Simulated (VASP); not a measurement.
**BaSi (space group Cmcm): computed properties**

The numbers are results of LDA (Ceperley-Alder, Perdew-Zunger), VASP's LDA PAW potentials (set 64) (plane waves; VASP), not measurements.

```yaml
space_group: Cmcm (63)
cell: a = 4.922 Å, b = 11.854 Å, c = 4.044 Å, α = 90.00°, β = 90.00°, γ = 90.00°
volume_per_atom: 29.50 Å^3/atom
band gap (over mesh and band path): none (metal, semimetal or under 0.01 eV)
density: 4.66 g/cm³
```

```cif
data_Ba2Si2
_chemical_formula_sum 'Ba2 Si2'
_space_group_name_H-M_alt 'P 1'
_space_group_IT_number 1
_cell_length_a 6.41756
_cell_length_b 6.41756
_cell_length_c 4.04445
_cell_angle_alpha 90.000
_cell_angle_beta 90.000
_cell_angle_gamma 134.898
loop_
_space_group_symop_operation_xyz
  'x, y, z'
loop_
_atom_site_label
_atom_site_type_symbol
_atom_site_fract_x
_atom_site_fract_y
_atom_site_fract_z
_atom_site_occupancy
Ba1 Ba 0.14266 0.85734 0.25000 1
Ba2 Ba 0.85734 0.14266 0.75000 1
Si1 Si 0.44218 0.55782 0.25000 1
Si2 Si 0.55782 0.44218 0.75000 1
```

Unless said otherwise, spin-orbit coupling is left out, though it shifts the bands of the heavy elements here.

The structure comes from a computed database's BaSi entry (Cmcm); how it stands against other phases isn't given here. It was relaxed first, which changed the volume by -8 %. Symmetry was kept, so distortions that lower it aren't found.
